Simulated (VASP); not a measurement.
Here is the system:

```
S3Sb2
1.0
    3.86604     0.00000     0.00000
   -1.93302     3.34809     0.00000
    0.00000     0.00000     9.45002
Sb S
2 3
Cartesian
  0.00000   2.23206   1.78791
  1.93302   1.11603   7.66210
  0.00000   0.00000   0.00000
  0.00000   2.23206   6.22326
  1.93302   1.11603   3.22676
```

Method: PBEsol GGA, VASP's PBE PAW potentials (set 64) (plane waves; VASP). Numerical set-up: 400 eV cut-off, 9×9×3 Γ-centred mesh, Gaussian smearing of 0.010 eV, potentials Sb S.

The dielectric response may not be converged in the k-mesh; for small gaps it tends to come out too large.

Q: The job: Sb2S3 (relaxed from the A-La2O3 structure, space group P-3m1), 5 atoms, PBEsol, DFPT for ε, Born charges and Γ modes, 400 eV, 9×9×3 Γ-centred mesh. Roughly how much core time does it take on a busy server core?

A: About 20 core-minutes (one run on a shared machine, a rough figure). It had 31 irreducible k-points, 18 bands, up to 2235 plane waves and 228 electronic steps.

The structure was generated: Sb2S3 was put into the A-La2O3 type (P-3m1), which need not be its known phase. It was relaxed first, which changed the volume by +13 %.
